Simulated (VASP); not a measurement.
```yaml
crystal:
  lattice:
    - [0.00000, 2.96851, 2.96851]
    - [2.96851, 0.00000, 2.96851]
    - [2.96851, 2.96851, 0.00000]
  atoms:
    - { symbol: Cu, position: [0.00000, 0.00000, 0.00000] }
    - { symbol: I, position: [0.25000, 0.25000, 0.25000] }
```

Computed with PBEsol GGA, VASP's PBE PAW potentials (set 64) (plane waves; VASP 6.6.1). Settings: 400 eV cut-off, Gaussian smearing of 0.050 eV, potentials Cu I.

Unless said otherwise, spin-orbit coupling is left out, though it shifts the bands of the heavy elements here.

Give the energies of bands 2 to 12 at the high-symmetry points, in eV from the valence-band maximum.

```json
[
 {"band": "2", "Γ": "-3.94", "X": "-5.98", "U": "-5.64", "L": "-6.01", "W": "-5.45"},
 {"band": "3", "Γ": "-3.94", "X": "-4.02", "U": "-4.75", "L": "-3.90", "W": "-4.90"},
 {"band": "4", "Γ": "-3.94", "X": "-4.02", "U": "-3.96", "L": "-3.90", "W": "-4.12"},
 {"band": "5", "Γ": "-2.15", "X": "-2.19", "U": "-2.30", "L": "-2.12", "W": "-2.23"},
 {"band": "6", "Γ": "-2.15", "X": "-2.08", "U": "-2.12", "L": "-2.12", "W": "-2.22"},
 {"band": "7", "Γ": "0.00", "X": "-2.05", "U": "-2.00", "L": "-2.07", "W": "-2.06"},
 {"band": "8", "Γ": "0.00", "X": "-1.75", "U": "-1.76", "L": "-0.82", "W": "-1.86"},
 {"band": "9", "Γ": "0.00", "X": "-1.75", "U": "-1.46", "L": "-0.82", "W": "-1.48"},
 {"band": "10", "Γ": "1.20", "X": "2.47", "U": "2.95", "L": "2.13", "W": "4.55"},
 {"band": "11", "Γ": "4.76", "X": "2.80", "U": "4.66", "L": "5.31", "W": "4.71"},
 {"band": "12", "Γ": "4.76", "X": "9.53", "U": "7.60", "L": "5.31", "W": "6.00"}
]
```

The gap is direct, 1.20 eV, from the valence maximum at Γ to the conduction minimum at Γ.

Measured: gap 3.12 eV (computed value off by -1.92 eV), as given by Abedi et al., (2022), arXiv:2211.14644.

The compound is CuI in the zinc blende structure. It was relaxed first, which changed the volume by -5 %.
